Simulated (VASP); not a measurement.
Given:

```
CELL_PARAMETERS angstrom
      0.00000     2.21392     2.21392
      2.21392     0.00000     2.21392
      2.21392     2.21392     0.00000
ATOMIC_POSITIONS crystal
  Ga 0.00000 0.00000 0.00000
  N  0.25000 0.25000 0.25000
```

All values below come from LDA (Ceperley-Alder, Perdew-Zunger), VASP's LDA PAW potentials (set 64) (plane waves; VASP). Numerical set-up: 620 eV cut-off, 10×10×10 Γ-centred mesh, Gaussian smearing of 0.050 eV, potentials Ga_d N.

**Question.** What does the run give for the energy per atom (σ→0), pressure, band gap (on the k-mesh) with the smallest direct gap where there is one?

**Answer.** 
```yaml
band gap (on the k-mesh): 2.09 eV
smallest direct gap (on the k-mesh): 2.09 eV
energy per atom (σ→0): -6.968 eV/atom
pressure: 4.95 GPa
```

The absolute energy has meaning only against runs of the same code, potentials and settings.

The compound is GaN in the zinc blende structure, a metastable form; wurtzite is the usual one. It was relaxed first under an external pressure of 5 GPa.
